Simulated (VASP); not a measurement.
Level of theory: PBEsol GGA, VASP's PBE PAW potentials (set 64) (plane waves; VASP).

The input files of a VASP run:

INCAR:
```
SYSTEM = SnO2
PREC = Accurate
ENCUT = 520
EDIFF = 1E-7
NELM = 100
ALGO = Normal
LREAL = .FALSE.
LASPH = .TRUE.
ISMEAR = -5
GGA = PS
LMAXMIX = 4
LWAVE = .FALSE.
LCHARG = .TRUE.
LORBIT = 11
NEDOS = 601
ISIF = 2
LEFG = .TRUE.
```

**KPOINTS**
```
kpoints
0
Gamma
 5 5 8
```

**POSCAR**
```
SnO2
1
    4.7707259028     0.0000000000     0.0000000000
    0.0000000000     4.7707259028     0.0000000000
    0.0000000000     0.0000000000     3.2195149142
Sn O
2 4
Direct
  0.0000000000   0.0000000000   0.0000000000
  0.5000000000   0.5000000000   0.5000000000
  0.3064011750   0.3064011750   0.0000000000
  0.1935988250   0.8064011750   0.5000000000
  0.6935988250   0.6935988250   0.0000000000
  0.8064011750   0.1935988250   0.5000000000
```

POTCAR, in this order: Sn_d O (PBE.64 set). Program: vasp_std.

Output of the run:

**OSZICAR**
```
       N       E                     dE             d eps       ncg     rms          rms(c)
DAV:   1     0.657233160254E+03    0.65723E+03   -0.26402E+04  2003   0.260E+03
DAV:   2     0.555538373536E+02   -0.60168E+03   -0.58160E+03  2107   0.700E+02
DAV:   3    -0.400302062867E+02   -0.95584E+02   -0.94505E+02  2147   0.229E+02
DAV:   4    -0.449595203444E+02   -0.49293E+01   -0.49058E+01  2133   0.577E+01
DAV:   5    -0.451240064207E+02   -0.16449E+00   -0.16440E+00  2370   0.107E+01    0.148E+01
DAV:   6    -0.396701748961E+02    0.54538E+01   -0.21556E+01  2993   0.693E+01    0.573E+00
DAV:   7    -0.397247361101E+02   -0.54561E-01   -0.17843E+00  2042   0.800E+00    0.320E+00
DAV:   8    -0.396838936958E+02    0.40842E-01   -0.27132E-01  2728   0.479E+00    0.717E-01
DAV:   9    -0.396699228245E+02    0.13971E-01   -0.72153E-02  2895   0.376E+00    0.135E-01
DAV:  10    -0.396703530060E+02   -0.43018E-03   -0.47973E-03  2704   0.649E-01    0.416E-02
DAV:  11    -0.396703959614E+02   -0.42955E-04   -0.19065E-04  2938   0.149E-01    0.193E-02
DAV:  12    -0.396703974004E+02   -0.14390E-05   -0.10997E-05  2430   0.289E-02    0.131E-02
DAV:  13    -0.396703945908E+02    0.28096E-05   -0.12170E-05  2842   0.448E-02    0.240E-03
DAV:  14    -0.396703947376E+02   -0.14682E-06   -0.94596E-07  2560   0.859E-03    0.121E-03
DAV:  15    -0.396703948099E+02   -0.72316E-07   -0.24810E-08  1427   0.135E-03
   1 F= -.39670395E+02 E0= -.39670395E+02  d E =0.000000E+00
```

OUTCAR:
```
------------------------ aborting loop because EDIFF is reached ----------------------------------------
  FORCE on cell =-STRESS in cart. coord.  units (eV):
  Direction    XX          YY          ZZ          XY          YZ          ZX
  --------------------------------------------------------------------------------------
  Total        0.0333550      0.0333550     -0.0856885      0.0000000      0.0000000      0.0000000
  in kB        0.7293090      0.7293090     -1.8735866      0.0000000      0.0000000      0.0000000
  external PRESSURE =      -0.1383228 kB  Pullay stress =       0.0000000 kB
  volume of cell :       73.28
      direct lattice vectors                 reciprocal lattice vectors
     4.770725903  0.000000000  0.000000000     0.209611707  0.000000000  0.000000000
     0.000000000  4.770725903  0.000000000     0.000000000  0.209611707  0.000000000
     0.000000000  0.000000000  3.219514914     0.000000000  0.000000000  0.310605798
 POSITION                                       TOTAL-FORCE (eV/Angst)
 -----------------------------------------------------------------------------------
      0.00000      0.00000      0.00000         0.000000      0.000000      0.000000
      2.38536      2.38536      1.60976         0.000000      0.000000      0.000000
      1.46176      1.46176      0.00000        -0.011915     -0.011915      0.000000
      0.92361      3.84712      1.60976         0.011915     -0.011915      0.000000
      3.30897      3.30897      0.00000         0.011915      0.011915      0.000000
      3.84712      0.92361      1.60976        -0.011915      0.011915      0.000000
 -----------------------------------------------------------------------------------
    total drift:                                0.000000      0.000000      0.000000
  FREE ENERGIE OF THE ION-ELECTRON SYSTEM (eV)
  ---------------------------------------------------
  free  energy   TOTEN  =       -39.6703948099 eV

  energy  without entropy=      -39.6703948099  energy(sigma->0) =      -39.67039481

 total charge

# of ion       s       p       d       tot
------------------------------------------
    1        0.884   1.080  10.365  12.329
    2        0.884   1.080  10.365  12.329
    3        1.556   3.480   0.000   5.035
    4        1.556   3.480   0.000   5.035
    5        1.556   3.480   0.000   5.035
    6        1.556   3.480   0.000   5.035
--------------------------------------------------
tot          7.991  16.079  20.729  44.799
```
(Selected blocks of OUTCAR.)

File OUTCAR:
```
 val. band max:        5.7416259295   @ k =   0.0000   0.0000   0.0000

 cond. band min:       6.6172742222   @ k =   0.0000   0.0000   0.0000


 Fermi energy:         5.7719026851

 k-point     1 :       0.0000    0.0000    0.0000
  band No.  band energies     occupation
      1     -15.2548      2.00000
      2     -14.5102      2.00000
      3     -14.2747      2.00000
      4     -14.2498      2.00000
      5     -14.2498      2.00000
      6     -14.1829      2.00000
      7     -14.1351      2.00000
      8     -14.0526      2.00000
      9     -14.0119      2.00000
     10     -14.0119      2.00000
     11     -13.0395      2.00000
     12     -11.2172      2.00000
     13     -11.2172      2.00000
     14      -9.4973      2.00000
     15      -2.4033      2.00000
     16       1.6926      2.00000
     17       1.6926      2.00000
     18       1.7802      2.00000
     19       2.6637      2.00000
     20       3.7007      2.00000
     21       3.7729      2.00000
     22       4.4658      2.00000
     23       4.4658      2.00000
     24       4.9686      2.00000
     25       4.9686      2.00000
     26       5.7416      2.00000
     27       6.6173      0.00000
     28      11.5397      0.00000
     29      11.7475      0.00000
     30      11.7475      0.00000
     31      15.8645      0.00000

 k-point     2 :       0.2000    0.0000    0.0000
  band No.  band energies     occupation
      1     -15.1959      2.00000
      2     -14.5788      2.00000
      3     -14.2743      2.00000
      4     -14.2474      2.00000
      5     -14.2473      2.00000
      6     -14.2269      2.00000
      7     -14.1262      2.00000
      8     -14.0593      2.00000
      9     -14.0150      2.00000
     10     -14.0148      2.00000
     11     -12.9167      2.00000
     12     -11.4698      2.00000
     13     -10.9951      2.00000
     14      -9.5863      2.00000
     15      -2.1406      2.00000
     16       1.0142      2.00000
     17       1.8796      2.00000
...
```

Unless said otherwise, spin-orbit coupling is left out, though it shifts the bands of the heavy elements here.

The structure comes from a measured SnO2 entry (P4_2/mnm) of the Crystallography Open Database, whose conditions weren't checked. It was relaxed first.
